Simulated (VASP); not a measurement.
An input for Quantum ESPRESSO's pw.x (written as the equivalent of a VASP run, and not itself run):

```
&CONTROL
  calculation = 'vc-relax'
  pseudo_dir = './pseudo'
  outdir = './out'
  tprnfor = .true.
  tstress = .true.
  nstep = 30
  forc_conv_thr = 0.00039
/
&SYSTEM
  ibrav = 0
  nat = 3
  ntyp = 2
  ecutwfc = 84
  occupations = 'smearing'
  smearing = 'gaussian'
  degauss = 0.003675
  input_dft = 'rpbe'
/
&ELECTRONS
  conv_thr = 7.3e-09
  electron_maxstep = 100
/
&IONS
/
&CELL
  cell_dofree = 'shape'
/
ATOMIC_SPECIES
  Mg 24.305 Mg.upf
  I 126.904 I.upf
CELL_PARAMETERS angstrom
     2.0977183   -3.6333543    0.0000000
     2.0977183    3.6333543    0.0000000
     0.0000000    0.0000000    8.0333886
ATOMIC_POSITIONS crystal
  Mg   0.0000000  0.0000000  0.0000000
  I    0.3333330  0.6666670  0.2044036
  I    0.6666670  0.3333330  0.7955964
K_POINTS automatic
  6 6 3 0 0 0
```

**Question.** Translate this input to VASP (INCAR, KPOINTS, POSCAR, choice of POTCAR).

**Answer.** This is not unique; one that fits is 
POSCAR:
```
MgI2
1
    2.0977183233    -3.6333542615     0.0000000000
    2.0977183233     3.6333542615     0.0000000000
    0.0000000000     0.0000000000     8.0333886236
Mg I
1 2
Direct
  0.0000000000   0.0000000000   0.0000000000
  0.3333330000   0.6666670000   0.2044035861
  0.6666670000   0.3333330000   0.7955964139
```

INCAR:
```
ALGO = Normal
EDIFF = 1E-7
EDIFFG = -0.01
ENCUT = 520
GGA = RP
IBRION = 2
ISIF = 4
ISMEAR = 0
LASPH = T
LCHARG = F
LMAXMIX = 4
LREAL = F
LWAVE = F
NELM = 100
NSW = 30
PREC = Accurate
SIGMA = 0.05
SYSTEM = MgI2
```

**KPOINTS**
```
Automatic mesh
0
Gamma
6 6 3
0 0 0
```

POTCAR, in this order: Mg I (PBE.64 set). Program: vasp_std.

What does not carry over: the potentials are each code's own (VASP's PAW set, PseudoDojo norm-conserving files in pw.x), so ENCUT and ecutwfc are chosen apart and not converted; conv_thr bounds pw.x's estimated SCF error, while EDIFF bounds the energy change between steps; forc_conv_thr acts on force components and is met together with etot_conv_thr.

The compound is MgI2 in the 1T layered structure. This cell is one point of a volume scan, at 0.94 of the reference volume. Symmetry was kept, so distortions that lower it aren't found.
